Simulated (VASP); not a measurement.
Consider the following.

```yaml
crystal:
  lattice:
    - [0.00000, 2.66469, 2.66469]
    - [2.66469, 0.00000, 2.66469]
    - [2.66469, 2.66469, 0.00000]
  atoms:
    - { symbol: Mg, position: [0.00000, 0.00000, 0.00000] }
    - { symbol: Se, position: [0.50000, 0.50000, 0.50000] }
```

These are LDA (Ceperley-Alder, Perdew-Zunger), VASP's LDA PAW potentials (set 64) (plane waves; VASP 6.6.1) values and carry that method's errors. Numerical set-up: 520 eV cut-off, 9×9×9 Γ-centred mesh, Gaussian smearing of 0.050 eV, potentials Mg Se.

Q: Estimate the energy per atom (σ→0), pressure.

A: 
| Item | Result |
|---|---|
| energy per atom (σ→0) | -4.297 eV/atom |
| pressure | 2.28 GPa |

The absolute energy has meaning only against runs of the same code, potentials and settings.

The compound is MgSe in the rock salt structure. This cell is one point of a volume scan, at 0.97 of the reference volume.
